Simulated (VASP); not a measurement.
## ZrSi (relaxed from the wurtzite structure, space group P6_3/mmc): computed properties

Computed with PBE GGA, VASP's PBE PAW potentials (set 64) (plane waves; VASP 6.6.1).

For ZrSi, the space group comes out as P6_3/mmc (194), the cell comes out as a = b = 4.6304 Å, c = 5.2950 Å, α = β = 90.00°, γ = 120.00° and the volume per atom is 24.58 Å^3/atom. The band gap (over mesh and band path) is none (metal, semimetal or under 0.01 eV) and the density comes out as 4.03 g/cm³.

```cif
data_Si2Zr2
_chemical_formula_sum 'Zr2 Si2'
_space_group_name_H-M_alt 'P 1'
_space_group_IT_number 1
_cell_length_a 4.63040
_cell_length_b 4.63040
_cell_length_c 5.29499
_cell_angle_alpha 90.000
_cell_angle_beta 90.000
_cell_angle_gamma 120.000
loop_
_space_group_symop_operation_xyz
  'x, y, z'
loop_
_atom_site_label
_atom_site_type_symbol
_atom_site_fract_x
_atom_site_fract_y
_atom_site_fract_z
_atom_site_occupancy
Zr1 Zr 0.33333 0.66667 0.93746 1
Zr2 Zr 0.66667 0.33333 0.43746 1
Si1 Si 0.33333 0.66667 0.43754 1
Si2 Si 0.66667 0.33333 0.93754 1
```

The structure was generated: ZrSi was put into the wurtzite type (P6_3mc), which need not be its known phase. It was relaxed first, which changed the volume by -32 %. The relaxed cell has space group P6_3/mmc. Symmetry was kept, so distortions that lower it aren't found.
